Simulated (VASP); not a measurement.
Method: revPBE GGA, VASP's PBE PAW potentials (set 64) (plane waves; VASP 6.6.1).

A VASP calculation is set up with these files.

INCAR:
```
ALGO=Normal
EDIFF=1E-6
ENCUT=320
GGA=RE
ISIF=2
ISMEAR=-1
LASPH=.TRUE.
LCHARG=.FALSE.
LREAL=.FALSE.
LWAVE=.FALSE.
NELM=100
PREC=Accurate
SIGMA=0.05
SYSTEM=AlN
```

### KPOINTS
```
Automatic mesh
0
Gamma
2 2 2
0 0 0
```

### POSCAR
```
AlN
1
    3.1107570000     0.0000000000     0.0000000000
   -1.5553790000     2.6939940000     0.0000000000
    0.0000000000     0.0000000000     4.9883630000
Al N
2 2
Direct
  0.6666670000   0.3333330000   0.4992900000
  0.3333330000   0.6666670000   0.9992900000
  0.6666670000   0.3333330000   0.8807100000
  0.3333330000   0.6666670000   0.3807100000
```

POTCAR, in this order: Al N (PBE.64 set). Program: vasp_std.

The run wrote:

### OUTCAR
```
 ion  position               nearest neighbor table
   1  0.667  0.333  0.499-   4 1.89   4 1.89   4 1.89   3 1.90   2 3.07   2 3.07   2 3.07   2 3.07
                             2 3.07   2 3.07
   2  0.333  0.667  0.999-   3 1.89   3 1.89   3 1.89   4 1.90   1 3.07   1 3.07   1 3.07   1 3.07
                             1 3.07   1 3.07
   3  0.667  0.333  0.881-   2 1.89   2 1.89   2 1.89   1 1.90
   4  0.333  0.667  0.381-   1 1.89   1 1.89   1 1.89   2 1.90
  LATTYP: Found a hexagonal cell.
 ALAT       =     3.1107570000
 C/A-ratio  =     1.6035849152
 Subroutine PRICEL returns:
 Original cell was already a primitive cell.
 Subroutine GETGRP returns: Found 12 space group operations
The static configuration has the point symmetry C_3v.
 The point group associated with its full space group is C_6v.
The dynamic configuration has the point symmetry C_3v.
 Subroutine INISYM returns: Found 12 space group operations
 Subroutine IBZKPT returns following result:
 Found      4 irreducible k-points:

 Following reciprocal coordinates:
            Coordinates               Weight
  0.000000  0.000000  0.000000      1.000000
  0.500000  0.000000  0.000000      3.000000
  0.000000  0.000000  0.500000      1.000000
  0.500000  0.000000  0.500000      3.000000
   k-points           NKPTS =      4   k-points in BZ     NKDIM =      4   number of bands    NBANDS=     12
   number of dos      NEDOS =    301   number of ions     NIONS =      4
   total plane-waves  NPLWV =   9720
   dimension x,y,z NGX =    18 NGY =   18 NGZ =   30
   dimension x,y,z NGXF=    36 NGYF=   36 NGZF=   60
   ions per type =               2   2
   PREC   = accura    normal or accurate (medium, high low for compatibility)
   ISTART =      0    job   : 0-new  1-cont  2-samecut
   ICHARG =      2    charge: 1-file 2-atom 10-const
   ISPIN  =      1    spin polarized calculation?
   LNONCOLLINEAR =      F non collinear calculations
   LSORBIT =      F    spin-orbit coupling
   INIWAV =      1    electr: 0-lowe 1-rand  2-diag
   ENCUT  =  320.0 eV  23.52 Ry    4.85 a.u.   4.54  4.54  7.28*2*pi/ulx,y,z
...
```

File OSZICAR:
```
       N       E                     dE             d eps       ncg     rms          rms(c)
DAV:   1     0.368898463921E+02    0.36890E+02   -0.57241E+03    96   0.790E+02
DAV:   2    -0.292646174608E+02   -0.66154E+02   -0.59816E+02   148   0.179E+02
DAV:   3    -0.320834427660E+02   -0.28188E+01   -0.28082E+01   128   0.382E+01
DAV:   4    -0.321008565016E+02   -0.17414E-01   -0.17412E-01   108   0.362E+00
DAV:   5    -0.321010647681E+02   -0.20827E-03   -0.20826E-03   128   0.394E-01    0.123E+01
DAV:   6    -0.272411375990E+02    0.48599E+01   -0.17181E+01   108   0.296E+01    0.499E+00
DAV:   7    -0.272343428722E+02    0.67947E-02   -0.63181E-01    96   0.571E+00    0.346E+00
DAV:   8    -0.272580227244E+02   -0.23680E-01   -0.89622E-02    96   0.314E+00    0.753E-01
DAV:   9    -0.272522799876E+02    0.57427E-02   -0.17378E-02   112   0.972E-01    0.313E-01
DAV:  10    -0.272530913486E+02   -0.81136E-03   -0.40546E-03   100   0.471E-01    0.101E-01
DAV:  11    -0.272530758729E+02    0.15476E-04   -0.14012E-04   112   0.940E-02    0.401E-02
DAV:  12    -0.272530796289E+02   -0.37560E-05   -0.60755E-06   112   0.216E-02    0.934E-03
DAV:  13    -0.272530790276E+02    0.60129E-06   -0.12381E-05   108   0.264E-02    0.466E-03
DAV:  14    -0.272530788296E+02    0.19801E-06   -0.31146E-07    64   0.493E-03
   1 F= -.27253079E+02 E0= -.27253079E+02  d E =-.107643E-09
```

OUTCAR:
```
------------------------ aborting loop because EDIFF is reached ----------------------------------------
  FORCE on cell =-STRESS in cart. coord.  units (eV):
  Direction    XX          YY          ZZ          XY          YZ          ZX
  --------------------------------------------------------------------------------------
  Total       -1.1823981     -1.1823976     -4.3417550      0.0000002      0.0000000     -0.0000000
  in kB      -45.3162067    -45.3161869   -166.4006957      0.0000084      0.0000000     -0.0000000
  external PRESSURE =     -85.6776965 kB  Pullay stress =       0.0000000 kB
  volume of cell :       41.80
      direct lattice vectors                 reciprocal lattice vectors
     3.110757000  0.000000000  0.000000000     0.321465161  0.185598097  0.000000000
    -1.555379000  2.693994000  0.000000000     0.000000000  0.371196075  0.000000000
     0.000000000  0.000000000  4.988363000     0.000000000  0.000000000  0.200466566
  FREE ENERGIE OF THE ION-ELECTRON SYSTEM (eV)
  ---------------------------------------------------
  free  energy   TOTEN  =       -27.2530788296 eV

  energy  without entropy=      -27.2530788295  energy(sigma->0) =      -27.25307883
```
(Selected blocks of OUTCAR.)

At this cut-off the stress carries a Pulay error, which pulls relaxed volumes low.

The structure comes from a computed database's AlN entry; how it stands against other phases isn't given here. The cell was not relaxed at this level. The k-mesh is coarse (spacing up to 1.17 per Å, 2π included), so the numbers may not be converged in it. The run is one of a series of settings (ENCUT = 320, KPOINTS 2×2×2 Γ-centred mesh against the base run), some of them coarse on purpose.
